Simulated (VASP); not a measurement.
OSZICAR of a VASP run on LiH (rock salt):

### OSZICAR
```
       N       E                     dE             d eps       ncg     rms          rms(c)
DAV:   1    -0.812516758393E+00   -0.81252E+00   -0.14327E+03   576   0.592E+02
DAV:   2    -0.620741819265E+01   -0.53949E+01   -0.51321E+01   798   0.705E+01
DAV:   3    -0.634094187005E+01   -0.13352E+00   -0.13352E+00   708   0.101E+01
DAV:   4    -0.634204735952E+01   -0.11055E-02   -0.11055E-02   744   0.885E-01
DAV:   5    -0.634205724949E+01   -0.98900E-05   -0.98900E-05   720   0.590E-02    0.282E+00
DAV:   6    -0.616015671347E+01    0.18190E+00   -0.16591E-01   624   0.179E+00    0.140E+00
DAV:   7    -0.610242688152E+01    0.57730E-01   -0.21057E-01   732   0.227E+00    0.226E-01
DAV:   8    -0.610452556614E+01   -0.20987E-02   -0.56143E-03   666   0.632E-01    0.459E-02
DAV:   9    -0.610446815317E+01    0.57413E-04   -0.24993E-04   804   0.904E-02    0.103E-02
DAV:  10    -0.610446562933E+01    0.25238E-05   -0.70866E-06   666   0.252E-02    0.369E-03
DAV:  11    -0.610446498882E+01    0.64051E-06   -0.63918E-07   396   0.537E-03
   1 F= -.61044650E+01 E0= -.61044650E+01  d E =-.150547E-29
```

**Question.** Which electronic solver shows in the log?

**Answer.** It is blocked Davidson (ALGO = Normal, or the opening steps of other solvers). The INCAR had ALGO = Normal.

**Question.** Can the final energy be trusted as converged?

**Answer.** The calculation finished and met its thresholds. It stopped with EDIFF = 1E-6, NELM = 100 (PBE GGA, plane waves, VASP's PBE PAW potentials (set 64)).

The compound is LiH in the rock salt structure. The cell was not relaxed at this level. The run is one of a series of settings (LREAL = Auto against the base run), some of them coarse on purpose.
